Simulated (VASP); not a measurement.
Energy against volume of Er (hcp). These are PW91 GGA, VASP's PBE PAW potentials (set 64) (plane waves; VASP) values and carry that method's errors. Numerical set-up: 520 eV cut-off, 12×12×7 Γ-centred mesh, first-order Methfessel-Paxton smearing of 0.10 eV, potentials Er_3.

The 4f electrons are frozen in the core of the lanthanide potential, so 4f levels, which can set the real gap, and their magnetism are missing.

Shape and ions are relaxed at each volume.

```json
[
 {"V (Å³/atom)": "29.633", "E (eV/atom)": "-4.49722"},
 {"V (Å³/atom)": "30.549", "E (eV/atom)": "-4.50267"},
 {"V (Å³/atom)": "31.466", "E (eV/atom)": "-4.50047"},
 {"V (Å³/atom)": "32.382", "E (eV/atom)": "-4.49138"}
]
```

Task: Fit these four points and predict the energy of the run at 28.716 Å³/atom.

Result: A cubic in V^(−2/3), the third-order Birch-Murnaghan form, passes through the four points with V0 = 30.73 Å³/atom and B0 = 44 GPa, and gives -4.4833 eV/atom there. The run gave -4.4834 eV/atom, -0.1 meV/atom from the fit; all five points give B0 = 44 GPa.

The compound is Er in the hcp structure. It was relaxed first.
